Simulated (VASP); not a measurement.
**C under uniaxial stress along [111]**

Wanted: the response of C to uniaxial stress along [111], as a table, with a fit that predicts a row left out.

Method: LDA; plane waves and PAW (C), in the first sound run; inputs show where later runs differ, in VASP 6.6.1.

### Step 1. The structure

The structure is cubic, space group Fd-3m (No. 227). The conventional cell has a = 3.567 Å, b = 3.567 Å, c = 3.567 Å, α = 90.00°, β = 90.00°, γ = 90.00°. Nearest to C lie 4 C at 1.54 Å.

Structure file:

```cif
data_structure
_symmetry_space_group_name_H-M 'P 1'
_symmetry_Int_Tables_number 1
_cell_length_a 2.5222
_cell_length_b 2.5222
_cell_length_c 2.5222
_cell_angle_alpha 60.000
_cell_angle_beta 60.000
_cell_angle_gamma 60.000
_cell_volume 11.35
loop_
_atom_site_label
_atom_site_type_symbol
_atom_site_fract_x
_atom_site_fract_y
_atom_site_fract_z
_atom_site_occupancy
C1 C 0.00000 0.00000 0.00000 1
C2 C 0.25000 0.25000 0.25000 1
```

### Step 2. Relax the crystal, LDA

The series starts from the cell that this level prefers, so that zero strain is near zero stress.

This step took 2 runs in a row; the last is shown.

Level: LDA; plane waves and PAW (C).

Input file INCAR:

```
SYSTEM = C
PREC = Accurate
ENCUT = 600
EDIFF = 1E-07
NELM = 120
ISMEAR = 0
SIGMA = 0.02
LREAL = .FALSE.
ALGO = Normal
GGA = CA
NBANDS = 10
LASPH = .TRUE.
LORBIT = 11
LWAVE = .FALSE.
LCHARG = .FALSE.
KPAR = 16
IBRION = 2
NSW = 40
ISIF = 3
EDIFFG = -0.005
POTIM = 0.4
```

Input file POSCAR:

```
C
1.0
    0.0000000000      1.7668691223      1.7668691223
    1.7668691223      0.0000000000      1.7668691223
    1.7668691223      1.7668691223      0.0000000000
C
2
Direct
    0.0000000000      0.0000000000      0.0000000000
    0.2500000000      0.2500000000      0.2500000000
```

Input file KPOINTS:

```
Automatic mesh
0
Gamma
14 14 14
0 0 0
```

The projector-augmented-wave data sets are C (LDA family, release 64).

Run with:

```
$ mpirun -np 16 vasp_std
```

What it wrote:

```text
[banner, memory and clock lines left out]
running   16 mpi-ranks, on    1 nodes
[...]
|                                                                             |
|           W    W    AA    RRRRR   N    N  II  N    N   GGGG   !!!           |
|           W    W   A  A   R    R  NN   N  II  NN   N  G    G  !!!           |
|           W    W  A    A  R    R  N N  N  II  N N  N  G       !!!           |
|           W WW W  AAAAAA  RRRRR   N  N N  II  N  N N  G  GGG   !            |
|           WW  WW  A    A  R   R   N   NN  II  N   NN  G    G                |
|           W    W  A    A  R    R  N    N  II  N    N   GGGG   !!!           |
|                                                                             |
|     For optimal performance we recommend to set                             |
|       NCORE = 2 up to number-of-cores-per-socket                            |
|     NCORE specifies how many cores store one orbital (NPAR=cpu/NCORE).      |
|     This setting can greatly improve the performance of VASP for DFT.       |
[...]
|     Unfortunately you need to use the default for GW and RPA                |
|     calculations (for HF NCORE is supported but not extensively tested      |
|     yet).                                                                   |
|                                                                             |

 LDA part: xc-table for (Slater(with rela. corr.)+CA(PZ))
 , standard interpolation
 POSCAR, INCAR and KPOINTS ok, starting setup
[...]
entering main loop
       N       E                     dE             d eps       ncg     rms          rms(c)
DAV:   1     0.225764947053E-01    0.22576E-01   -0.54446E+03  2120   0.891E+02
DAV:   2    -0.207061526879E+02   -0.20729E+02   -0.19786E+02  2798   0.131E+02
DAV:   3    -0.211142547769E+02   -0.40810E+00   -0.40710E+00  2488   0.154E+01
DAV:   4    -0.211151186072E+02   -0.86383E-03   -0.86376E-03  2274   0.831E-01
[...]
DAV:   9    -0.202521614011E+02    0.12387E-04   -0.34034E-05  2370   0.497E-02    0.194E-02
DAV:  10    -0.202521627672E+02   -0.13661E-05   -0.17725E-06  2274   0.121E-02    0.447E-03
DAV:  11    -0.202521627009E+02    0.66293E-07   -0.56512E-08  1640   0.199E-03
   1 F= -.20252163E+02 E0= -.20252163E+02  d E =-.202522E+02
[...]
reached required accuracy - stopping structural energy minimisation
```

Elapsed: 2.8 s, on 16 MPI ranks of Intel Xeon Platinum 8488C (Sapphire Rapids), shared host; peak memory 1.9 GiB.

Lines that name or quote the potential files are left out of all logs, and their timing lines are given in words.

OUTCAR, selected parts (step 2):

```text
  Total        0.0025777      0.0025777      0.0025777      0.0000000      0.0000000      0.0000000
  in kB        0.3743643      0.3743643      0.3743643      0.0000000      0.0000000      0.0000000
  external PRESSURE =       0.3743643 kB  Pullay stress =       0.0000000 kB

 POSITION                                       TOTAL-FORCE (eV/Angst)
 -----------------------------------------------------------------------------------
      0.00000      0.00000      0.00000        -0.000000      0.000000     -0.000000
      0.88343      0.88343      0.88343         0.000000     -0.000000      0.000000
 -----------------------------------------------------------------------------------
    total drift:                                0.000000      0.000000      0.000000

  FREE ENERGIE OF THE ION-ELECTRON SYSTEM (eV)
  ---------------------------------------------------
  free  energy   TOTEN  =       -20.2521627009 eV

  energy  without entropy=      -20.2521627009  energy(sigma->0) =      -20.25216270

 reached required accuracy - stopping structural energy minimisation

[... 3 further parts left out ...]
[key lines of the parts left out:]
E-fermi :  10.2749
```

Numbers from this step:

| Item | Value |
| --- | --- |
| energy(sigma→0) of the program | -20.2522 eV |
| stress, compression positive | 0.04 along [111], 0.04 across it (mean), GPa |
| volume | 11.032 Å³ |
| ionic steps | 1 |

### Step 3. Strain across the axis, LDA

One member in full: the axis is strained by -1 %, and the two directions across it are strained alike until their mean stress is under 0.012 GPa or five steps are spent.

This step took 3 runs, each at a new trial strain with the atoms of the one before; the last is shown.

Level: LDA; plane waves and PAW (C).

Changes to INCAR since step 2:

```diff
@@ -15,7 +15,7 @@
 LCHARG = .FALSE.
-KPAR = 16
-IBRION = 2
-NSW = 40
-ISIF = 3
-EDIFFG = -0.005
-POTIM = 0.4
+KPAR = 4
+IBRION = 1
+NSW = 25
+ISIF = 2
+EDIFFG = -0.004
+POTIM = 0.3
```

Input file POSCAR:

```
C
1.0
   -0.0124782680      1.7554395650      1.7554395650
    1.7554395650     -0.0124782680      1.7554395650
    1.7554395650      1.7554395650     -0.0124782680
C
2
Direct
    0.9998680651      0.9998680651      0.9998680651
    0.2501319349      0.2501319349      0.2501319349
```

KPOINTS is that of step 2.

Run with:

```
$ mpirun -np 4 vasp_std
```

What it wrote:

```text
[banner, memory and clock lines left out]
running    4 mpi-ranks, on    1 nodes
[...]
LDA part: xc-table for (Slater(with rela. corr.)+CA(PZ))
 , standard interpolation
 POSCAR, INCAR and KPOINTS ok, starting setup
[...]
entering main loop
       N       E                     dE             d eps       ncg     rms          rms(c)
DAV:   1     0.254854205608E+00    0.25485E+00   -0.53767E+03  5872   0.892E+02
DAV:   2    -0.207190576701E+02   -0.20974E+02   -0.20166E+02  7730   0.133E+02
DAV:   3    -0.211302159419E+02   -0.41116E+00   -0.41027E+00  6886   0.155E+01
DAV:   4    -0.211311264104E+02   -0.91047E-03   -0.91043E-03  6268   0.854E-01
[...]
DAV:   9    -0.202472630607E+02    0.11622E-04   -0.35327E-05  6608   0.507E-02    0.196E-02
DAV:  10    -0.202472646169E+02   -0.15562E-05   -0.18542E-06  6358   0.124E-02    0.456E-03
DAV:  11    -0.202472645917E+02    0.25214E-07   -0.70015E-08  4804   0.226E-03
   1 F= -.20247265E+02 E0= -.20247265E+02  d E =-.202473E+02
 BRION: g(F)=  0.178E-06 g(S)=  0.000E+00
 reached required accuracy - stopping structural energy minimisation
```

Elapsed: 9.9 s, on 4 MPI ranks; peak memory 0.53 GiB.

From OUTCAR (step 3):

```text
  Total        0.2938402      0.2938402      0.2938402      0.2937236      0.2937236      0.2937236
  in kB       43.0554377     43.0554377     43.0554377     43.0383629     43.0383629     43.0383629
  external PRESSURE =      43.0554377 kB  Pullay stress =       0.0000000 kB

 POSITION                                       TOTAL-FORCE (eV/Angst)
 -----------------------------------------------------------------------------------
      3.49794      3.49794      3.49794        -0.001013     -0.001013     -0.001013
      0.87506      0.87506      0.87506         0.001013      0.001013      0.001013
 -----------------------------------------------------------------------------------
    total drift:                               -0.000000     -0.000000      0.000000

  FREE ENERGIE OF THE ION-ELECTRON SYSTEM (eV)
  ---------------------------------------------------
  free  energy   TOTEN  =       -20.2472645917 eV

  energy  without entropy=      -20.2472645917  energy(sigma->0) =      -20.24726459

[... 1 part as in an earlier step ...]

[... 3 further parts left out ...]
[key lines of the parts left out:]
E-fermi :  10.3984
```

Read from the output:

- energy(sigma→0) of the program: -20.2473 eV
- stress, compression positive: 12.91 along [111], 0.00 across it (mean), GPa
- ionic steps: 1

### Step 4. Band edges, HSE06

Short lines in KPOINTS_OPT sample the zone centre along and across the axis, for masses, and the other valleys.

Level: HSE06; plane waves and PAW (C).

Input file INCAR:

```
SYSTEM = C
PREC = Accurate
ENCUT = 600
EDIFF = 1E-06
NELM = 100
ISMEAR = 0
SIGMA = 0.02
LREAL = .FALSE.
ALGO = Normal
LHFCALC = .TRUE.
AEXX = 0.25
GGA = PE
HFSCREEN = 0.2
LASPH = .TRUE.
NBANDS = 9
PRECFOCK = Fast
LWAVE = .FALSE.
LCHARG = .FALSE.
KPAR = 4
```

POSCAR is that of step 3.

Input file KPOINTS:

```
Automatic mesh
0
Gamma
7 7 7
0 0 0
```

Input file KPOINTS_OPT:

```
Line mode
6
Line-mode
Reciprocal
  0.00000000   0.00000000   0.00000000
  0.01607308   0.01607308   0.01607308

  0.00000000   0.00000000   0.00000000
 -0.00994803   0.00994803  -0.00000000

  0.31000000   0.31000000   0.00000000
  0.50000000   0.50000000   0.00000000

  0.00000000   0.31000000   0.31000000
  0.00000000   0.50000000   0.50000000

  0.45000000   0.45000000   0.45000000
  0.50000000   0.50000000   0.50000000

  0.45000000   0.00000000   0.00000000
  0.50000000   0.00000000   0.00000000

  0.42500000   0.42500000   0.00000000
  0.42490070   0.43896934   0.01396934

  0.50000000   0.50000000   0.50000000
  0.49005197   0.50994803   0.50000000
```

Run with:

```
$ mpirun -np 4 vasp_std
```

What it wrote:

```text
[banner, memory and clock lines left out]
running    4 mpi-ranks, on    1 nodes
[...]
|                                                                             |
|               ----> ADVICE to this user running VASP <----                  |
|                                                                             |
|     You enforced a specific xc type in the INCAR file but a different       |
|     [... a line on the potential file left out ...]
|     I HOPE YOU KNOW WHAT YOU ARE DOING!                                     |
|                                                                             |

 LDA part: xc-table for (Slater+PW92), standard interpolation
 found WAVECAR, reading the header
 POSCAR, INCAR and KPOINTS ok, starting setup
[...]
reading WAVECAR
 the WAVECAR file was read successfully
 initial charge from wavefunction
 entering main loop
       N       E                     dE             d eps       ncg     rms          rms(c)
DAV:   1    -0.211064856990E+02   -0.21106E+02   -0.65417E-01   823   0.820E+00    0.104E+00
DAV:   2    -0.211091177420E+02   -0.26320E-02   -0.66536E-03   858   0.758E-01    0.692E-01
DAV:   3    -0.211083699171E+02    0.74782E-03   -0.35107E-04   882   0.180E-01    0.385E-01
DAV:   4    -0.211081256208E+02    0.24430E-03   -0.89674E-05   850   0.988E-02    0.215E-01
DAV:   5    -0.211080495411E+02    0.76080E-04   -0.24981E-05   940   0.537E-02    0.121E-01
DAV:   6    -0.211080263681E+02    0.23173E-04   -0.72386E-06   954   0.295E-02    0.682E-02
DAV:   7    -0.211080195503E+02    0.68178E-05   -0.22544E-06   850   0.167E-02    0.388E-02
DAV:   8    -0.211080175314E+02    0.20189E-05   -0.74881E-07   446   0.984E-03    0.220E-02
DAV:   9    -0.211080172476E+02    0.28380E-06   -0.29666E-07   440   0.650E-03
   1 F= -.21108017E+02 E0= -.21108017E+02  d E =-.270912E-65
 Start KPOINTS_OPT (optional k-point list driver)
k-point batch [1-44\48]
       N       E                     dE             ncg
DAV:   1     0.144922486288E+04   -0.13218E+05      800
DAV:   2     0.361927588404E+03   -0.10873E+04     1197
DAV:   3     0.305299675349E+03   -0.56628E+02      918
DAV:   4     0.304966488239E+03   -0.33319E+00     1055
DAV:   5     0.304962672550E+03   -0.38157E-02      983
DAV:   6     0.304962665315E+03   -0.72352E-05      974
DAV:   7     0.304962665300E+03   -0.14834E-07      815
k-point batch [45-48\48]
       N       E                     dE             ncg
DAV:   1     0.143984200428E+05   -0.16284E+04       80
DAV:   2     0.143209915815E+05   -0.77428E+02       88
DAV:   3     0.143186157368E+05   -0.23758E+01       87
DAV:   4     0.143186045594E+05   -0.11177E-01       95
DAV:   5     0.143186045003E+05   -0.59054E-04       87
DAV:   6     0.143186045003E+05   -0.74911E-07       88
```

Wall time 3.2 min (4 MPI ranks); peak memory 0.92 GiB; 12 min of CPU time.

From OUTCAR (step 4):

```text
  LATTYP: Found a trigonal (rhomboedric) cell.
 ALAT       =     2.4825978007
 COS(alpha) =     0.4928792039

 Subroutine GETGRP returns: Found 12 space group operations
 (whereof  6 operations were pure point group operations)

The static configuration has the point symmetry C_3v.
 The point group associated with its full space group is D_3d.

 Found     44 irreducible k-points:

   k-points           NKPTS =     44   k-points in BZ     NKDIM =    343   number of bands    NBANDS=      9

   dimension x,y,z NGX =    20 NGY =   20 NGZ =   20
   dimension x,y,z NGXF=    40 NGYF=   40 NGZF=   40

   ENCUT  =  600.0 eV  44.10 Ry    6.64 a.u.   4.96  4.96  4.96*2*pi/ulx,y,z

   NELECT =       8.0000    total number of electrons

  exchange ACFDT corr.  =         0.00000000  see jH, gK, PRB 81, 115126

 E-fermi :  10.1284

 k-point     1 :       0.0000    0.0000    0.0000
  band No.  band energies     occupation
      1     -14.1959      2.00000
      2       9.8527      2.00000
      3       9.8527      2.00000
      4       9.8913      2.00000
      5      16.8650      0.00000
      6      16.8650      0.00000
      7      17.1736      0.00000
      8      26.0304      0.00000
      9      31.2423      0.00000

 k-point     2 :       0.1429   -0.0000   -0.0000
  band No.  band energies     occupation
      1     -13.5737      2.00000
      2       6.5141      2.00000
      3       8.9713      2.00000
      4       9.0015      2.00000
      5      18.0459      0.00000
      6      18.2773      0.00000
      7      18.6702      0.00000
      8      26.4505      0.00000
      9      32.1511      0.00000

 POSITION                                       TOTAL-FORCE (eV/Angst)
 -----------------------------------------------------------------------------------
      3.49794      3.49794      3.49794        -0.001711     -0.001711     -0.001711
      0.87506      0.87506      0.87506         0.001711      0.001711      0.001711
 -----------------------------------------------------------------------------------
    total drift:                               -0.000000     -0.000000     -0.000000

  FREE ENERGIE OF THE ION-ELECTRON SYSTEM (eV)
  ---------------------------------------------------
  free  energy   TOTEN  =       -21.1080172476 eV

  energy  without entropy=      -21.1080172476  energy(sigma->0) =      -21.10801725

[... 1 part as in an earlier step ...]

[... 7 further parts left out ...]
```

Read from the output:

```
energy(sigma→0) of the program : -21.1080 eV
```

### Step 5. All members

Hybrid runs start from orbitals of a short LDA run, not shown.

Runs beyond LDA use the data sets made with LDA; this shifts their levels slightly, and their total energies have another zero.

The other members went through these steps as far as the tables show, with the same cutoff and, step by step, the same mesh; 44 runs are not shown. The session took 2.3 core hours (wall time by ranks) on a shared machine.

```csv
strain along the axis (%),strain across the axis (%),"stress along the axis, tension positive (GPa)",energy above the unstrained row (meV/atom),"gap on the mesh, LDA (eV)"
-2.000,0.122,-26.505,9.508,4.123
-1.500,0.090,-19.631,5.390,4.141
-1.000,0.059,-12.913,2.449,4.153
-0.500,0.030,-6.380,0.660,4.162
0,0.004,-0.033,0.000,4.166
0.500,-0.024,6.124,0.382,4.147
1.000,-0.049,12.106,1.812,4.128
1.500,-0.074,17.893,4.265,4.107
2.000,-0.098,23.487,7.706,4.085
```

Slopes at zero strain, from cubics through all rows: strain ratio -0.054, stress over strain 1251 GPa.

Band edges at HSE06, counted from the valence-band top at Γ, with one row partly withheld:

```csv
strain along the axis (%),gap (eV),conduction band at Γ (eV),Δ or X valley along z (eV),Δ or X valley along x (eV),"lowest conduction level at L, [111] (eV)","lowest conduction level at L, [-111] (eV)",second valence level below the top (eV),third valence level below the top (eV)
-2.000,5.329,6.867,5.326,5.326,10.021,10.046,0.088,0.088
-1.500,5.350,6.921,5.344,5.344,10.062,10.073,0.061,0.061
-1.000,5.363,6.974,5.356,5.356,10.097,10.101,0.039,0.039
-0.500,5.371,7.026,5.362,5.362,10.130,10.130,0.018,0.018
0,5.374,7.076,5.364,5.364,10.159,10.159,0.000,0.000
0.500,5.355,6.951,5.346,5.346,10.170,10.064,0.000,0.019
1.000,5.336,6.821,5.327,5.327,10.181,9.950,0.000,0.029
1.500,5.314,6.688,5.307,5.307,?,9.822,0.000,0.039
2.000,5.291,6.553,5.286,5.286,10.202,9.684,0.000,0.046
```

### Step 6. A fit to the known rows

The quantity to fit is the splitting of the lowest conduction levels at the L points ([111] less [-111]) at HSE06: -0.025, -0.012, -0.004, 0.000, 0.000, 0.106, 0.231, 0.518 eV in the rows shown.

A least-squares parabola through the 8 rows shown, with d the strain along the axis less the strain across it, in %: E = 0.04923 d² + 0.1226 d + 0.03940 (eV), r.m.s. residual 0.022 eV.

For the withheld row, d = 1.574, the fit gives 0.3542 eV.

### Step 7. The withheld row

The calculation gives 0.3695 eV, so the prediction is 0.0153 eV too low, within twice the residual of the fit.

The rows do not lie on one parabola (a picked bound of 1 % of their span for the r.m.s. residual). Levels that cross, a degenerate level that splits or an edge that moves to another point can do that; which it is was not traced. So the linear term is no slope at zero strain, and none is listed.

### Step 8. Outcome

* Poisson ratio: 0.054
* Young's modulus along the axis: 1251 GPa
* gap of the unstrained cell, HSE06: 5.37 eV
* error of the predicted row: -15.3 meV

As a check, the curvature of the energy gives 1243 GPa for the same modulus (energy per volume = E/2 × strain²), 1 % from the slope of the stress. The energy also has a linear term worth 0.80 GPa that the stress column lacks, a mark of the finite basis. At HSE06 the lowest conduction valley is Δ or X throughout, and the gap runs between 5.29 and 5.37 eV. Hole masses are left out throughout, since the top bands are degenerate or cross in many series; of conduction masses, those of the Γ, L and (for Si and Ge under (001) strain) Δ valleys are kept where they change by under an eighth between rows. A measured gap of unstrained C is 5.5 eV (arxiv:1902.02958, band gap, experimental literature value, temperature not given); the static gaps here belong to the lattice relaxed at LDA. HSE06 ran on a coarser mesh than the semilocal levels. Spin-orbit coupling is left out at HSE06, so the valence splittings there lack it. Δ or X levels are the lowest on their line, refined by a parabola unless they lie at X; the gap is read from all points sampled and can differ from the lowest valley by some meV, or by tens of meV where strain moves the valence top off Γ. Temperature, zero-point motion and excitons are left out.

[Lines on the potential files, build, host, timing and source positions are cut from VASP's logs without a mark.]

[Logs are printed without paths, hosts, clocks, repeated set-up lines and the standing remarks that a program may print on its own settings, such as how far it seeks lower states.]

[Hosts, paths, dates, database ids (printed as entryN), source tags and the programs' standing remarks are cut or masked in the printed files.]

[In band tables of VASP the shares of atoms and orbitals are scaled to a sum of 1 inside the atoms' spheres.]
